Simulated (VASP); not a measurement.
Computed with LDA (Ceperley-Alder, Perdew-Zunger), VASP's LDA PAW potentials (set 64) (plane waves; VASP 6.6.1).

VASP ran on this input.

KPOINTS:
```
Automatic mesh
0
Gamma
 5 5 5
```

POSCAR:
```
BiTe
6.470
  0.0000000000   0.5000000000   0.5000000000
  0.5000000000   0.0000000000   0.5000000000
  0.5000000000   0.5000000000   0.0000000000
Bi Te
1 1
direct
  0.0000000000   0.0000000000   0.0000000000
  0.5000000000   0.5000000000   0.5000000000
```

### INCAR
```
SYSTEM = BiTe
PREC = Accurate
ENCUT = 300
EDIFF = 1E-6
NELM = 100
ALGO = Normal
LREAL = .FALSE.
LASPH = .TRUE.
ISMEAR = -1
SIGMA = 0.1
LMAXMIX = 4
LWAVE = .FALSE.
LCHARG = .FALSE.
ISIF = 2
```

POTCAR, in this order: Bi_d Te (LDA.64 set). Program: vasp_std.

Problem. What will the output report for the number of irreducible k-points (NKPTS), largest plane-wave count, number of space-group operations, FFT grid (NGX, NGY, NGZ)?

Solution. 
```yaml
number of irreducible k-points (NKPTS): 10
largest_plane_wave_count: 821
number_of_space_group_operations: 48
FFT grid (NGX, NGY, NGZ): 28 × 28 × 28
```

The structure comes from a measured BiTe entry (Fm-3m) of the Crystallography Open Database, whose conditions weren't checked. The cell was not relaxed at this level. The k-mesh is coarse (spacing up to 0.34 per Å, 2π included), so the numbers may not be converged in it. The run is one of a series of settings (GGA removed, POTCAR Bi_d Te (LDA.64 set) against the base run), some of them coarse on purpose. The electron count is odd and the run is not spin-polarised, which forces a metal.
